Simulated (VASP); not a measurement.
```yaml
crystal:
  lattice:
    - [7.14656, 0.00000, 0.00000]
    - [0.00000, 7.14656, 0.00000]
    - [0.00000, 0.00000, 7.14656]
  atoms:
    - { symbol: C, position: [0.49891, 0.00003, 0.00068] }
    - { symbol: C, position: [0.62091, 0.12837, 0.12961] }
    - { symbol: C, position: [0.74705, 0.25243, 0.00370] }
    - { symbol: C, position: [0.87182, 0.37827, 0.12924] }
    - { symbol: C, position: [0.74742, 0.00255, 0.25263] }
    - { symbol: C, position: [0.87259, 0.12721, 0.37814] }
    - { symbol: C, position: [0.99858, 0.00095, 0.00160] }
    - { symbol: C, position: [0.12202, 0.12600, 0.12683] }
    - { symbol: C, position: [0.24675, 0.24946, 0.99975] }
    - { symbol: C, position: [0.37104, 0.37446, 0.12471] }
    - { symbol: C, position: [0.49943, 0.49993, 0.00091] }
    - { symbol: C, position: [0.62486, 0.62754, 0.12523] }
    - { symbol: C, position: [0.75022, 0.75271, 0.00007] }
    - { symbol: C, position: [0.87344, 0.87766, 0.12701] }
    - { symbol: C, position: [0.24642, 0.99855, 0.25038] }
    - { symbol: C, position: [0.36940, 0.12220, 0.37513] }
    - { symbol: C, position: [0.48557, 0.24343, 0.24695] }
    - { symbol: C, position: [0.75825, 0.51390, 0.24632] }
    - { symbol: C, position: [0.87791, 0.63008, 0.37542] }
    - { symbol: C, position: [0.49895, 0.99968, 0.50069] }
    - { symbol: C, position: [0.62426, 0.12358, 0.62805] }
    - { symbol: C, position: [0.75977, 0.24128, 0.51470] }
    - { symbol: C, position: [0.87705, 0.37531, 0.62889] }
    - { symbol: C, position: [0.75035, 0.99928, 0.75355] }
    - { symbol: C, position: [0.87307, 0.12652, 0.87869] }
    - { symbol: C, position: [0.99963, 0.50067, 0.00054] }
    - { symbol: C, position: [0.12257, 0.62672, 0.12370] }
    - { symbol: C, position: [0.25010, 0.74940, 0.99872] }
    - { symbol: C, position: [0.37281, 0.87667, 0.12388] }
    - { symbol: C, position: [0.99725, 0.25192, 0.25247] }
    - { symbol: C, position: [0.12278, 0.37532, 0.37646] }
    - { symbol: C, position: [0.24607, 0.50064, 0.24850] }
    - { symbol: C, position: [0.36345, 0.63476, 0.36263] }
    - { symbol: C, position: [0.49885, 0.75249, 0.24944] }
    - { symbol: C, position: [0.62425, 0.87654, 0.37676] }
    - { symbol: C, position: [0.00000, 0.99958, 0.50161] }
    - { symbol: C, position: [0.12210, 0.12272, 0.62713] }
    - { symbol: C, position: [0.24518, 0.24595, 0.50204] }
    - { symbol: C, position: [0.36492, 0.36213, 0.63114] }
    - { symbol: C, position: [0.63756, 0.63262, 0.63045] }
    - { symbol: C, position: [0.75384, 0.75391, 0.50231] }
    - { symbol: C, position: [0.87680, 0.87742, 0.62708] }
    - { symbol: C, position: [0.24978, 0.99830, 0.75039] }
    - { symbol: C, position: [0.37289, 0.12328, 0.87731] }
    - { symbol: C, position: [0.49830, 0.24851, 0.75227] }
    - { symbol: C, position: [0.62370, 0.37611, 0.87676] }
    - { symbol: C, position: [0.75212, 0.50152, 0.75278] }
    - { symbol: C, position: [0.87639, 0.62653, 0.87762] }
    - { symbol: C, position: [0.00111, 0.75328, 0.25039] }
    - { symbol: C, position: [0.12316, 0.87645, 0.37596] }
    - { symbol: C, position: [0.00025, 0.50074, 0.50103] }
    - { symbol: C, position: [0.12589, 0.62409, 0.62496] }
    - { symbol: C, position: [0.25061, 0.74879, 0.49923] }
    - { symbol: C, position: [0.37585, 0.87345, 0.62476] }
    - { symbol: C, position: [0.00063, 0.24935, 0.75377] }
    - { symbol: C, position: [0.12350, 0.37539, 0.87695] }
    - { symbol: C, position: [0.25136, 0.49767, 0.74822] }
    - { symbol: C, position: [0.37619, 0.62348, 0.87376] }
    - { symbol: C, position: [0.50239, 0.74757, 0.74781] }
    - { symbol: C, position: [0.62418, 0.87595, 0.87676] }
    - { symbol: C, position: [0.00120, 0.74998, 0.75062] }
    - { symbol: C, position: [0.12468, 0.87493, 0.87578] }
    - { symbol: Al, position: [0.56145, 0.43816, 0.43883] }
```

All values below come from PBE GGA, VASP's PBE PAW potentials (set 64) (plane waves; VASP 6.6.1). Numerical set-up: PREC = Normal, LREAL = Auto, ISYM = 0, 400 eV cut-off, 1×1×1 Γ-centred mesh, Gaussian smearing of 0.050 eV, potentials C Al. Starting moments (MAGMOM): 63*0.0476. The cell's moment is fixed (NUPDOWN = 3).

At this cut-off the stress carries a Pulay error, which pulls relaxed volumes low.  The supercell is sampled at Γ alone, which is coarse: total energies, pressure and levels can be off, energies of defects by several tenths of an eV.

Predict the cell moment, energy per atom (σ→0), pressure.

```yaml
cell_moment: 3.00 μB
energy per atom (σ→0): -8.821 eV/atom
pressure: 3.70 GPa
```

Give the moment on each site (PAW-sphere projection).

| site | moment (μB) |
|---|---|
| C1 | 0.03 |
| C2 | 0.00 |
| C3 | 0.01 |
| C4 | 0.00 |
| C5 | 0.01 |
| C6 | 0.00 |
| C7 | 0.01 |
| C8 | 0.00 |
| C9 | 0.02 |
| C10 | 0.02 |
| C11 | 0.00 |
| C12 | 0.02 |
| C13 | 0.03 |
| C14 | 0.00 |
| C15 | 0.02 |
| C16 | 0.01 |
| C17 | 0.15 |
| C18 | 0.19 |
| C19 | 0.01 |
| C20 | 0.01 |
| C21 | 0.02 |
| C22 | 0.27 |
| C23 | 0.01 |
| C24 | 0.03 |
| C25 | 0.00 |
| C26 | 0.03 |
| C27 | 0.03 |
| C28 | 0.00 |
| C29 | 0.03 |
| C30 | 0.01 |
| C31 | 0.01 |
| C32 | 0.01 |
| C33 | 0.27 |
| C34 | 0.02 |
| C35 | 0.01 |
| C36 | 0.03 |
| C37 | 0.02 |
| C38 | 0.01 |
| C39 | 0.18 |
| C40 | 0.15 |
| C41 | 0.01 |
| C42 | 0.02 |
| C43 | 0.00 |
| C44 | 0.03 |
| C45 | 0.02 |
| C46 | 0.00 |
| C47 | 0.02 |
| C48 | 0.02 |
| C49 | 0.02 |
| C50 | 0.03 |
| C51 | 0.01 |
| C52 | 0.01 |
| C53 | 0.00 |
| C54 | 0.01 |
| C55 | 0.03 |
| C56 | 0.03 |
| C57 | 0.00 |
| C58 | 0.01 |
| C59 | 0.00 |
| C60 | 0.03 |
| C61 | 0.00 |
| C62 | 0.01 |
| Al63 | 0.04 |

The absolute energy has meaning only against runs of the same code, potentials and settings.

The cell is a supercell with a defect, built from C (diamond): Al_C-vac_C.
